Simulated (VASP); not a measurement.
An input for Ansatz (written as the equivalent of a VASP run, and not itself run):

Ansatz 0.2 input:
```yaml
crystal:
  lattice:
    - [0.0000000, 2.9426030, 2.9426030]
    - [2.9426030, 0.0000000, 2.9426030]
    - [2.9426030, 2.9426030, 0.0000000]
  atoms:
    - { symbol: In, position: [0.0000000, 0.0000000, 0.0000000] }
    - { symbol: P, position: [0.2500000, 0.2500000, 0.2500000] }
kpoints:
  mp_grid: { grid: [8, 8, 8] }
hamiltonian:
  xc: lda
  pseudopotentials: { kind: paw }
scf:
  occupations: { method: gaussian, width: 0.05 }
  max_iter: 100
output: { forces: true, stress: true, eigenvalues: true }
```

Problem. Write the VASP files for the same calculation (LDA).

Solution. One answer among several that fit: 
INCAR:
```
SYSTEM  =  InP
PREC  =  Accurate; ENCUT  =  520; LREAL  =  F
LASPH  =  T
EDIFF  =  1E-7; NELM  =  100; ALGO  =  Normal
LMAXMIX  =  4
ISMEAR  =  0; SIGMA  =  0.05
ISIF  =  2
LWAVE  =  F; LCHARG  =  F
```

### POSCAR
```
InP
1
    0.0000000000     2.9426030287     2.9426030287
    2.9426030287     0.0000000000     2.9426030287
    2.9426030287     2.9426030287     0.0000000000
In P
1 1
Direct
  0.0000000000   0.0000000000   0.0000000000
  0.2500000000   0.2500000000   0.2500000000
```

KPOINTS:
```
K-points
0
G
  8 8 8
```

POTCAR, in this order: In_d P (LDA.64 set). Program: vasp_std.

The two are equivalent in intent, not identical: each code has its own PAW files, so the cut-off isn't converted (ENCUT is set for VASP's; basis.ecutwfc is left out, and Ansatz then takes the one that its files recommend); Ansatz stops its SCF on the density residual and VASP on the energy change (EDIFF); Ansatz's lda is the Perdew-Wang form, while the LDA potentials of VASP carry Perdew-Zunger's.

The compound is InP in the zinc blende structure. This cell is one point of a volume scan, at 1.03 of the reference volume.
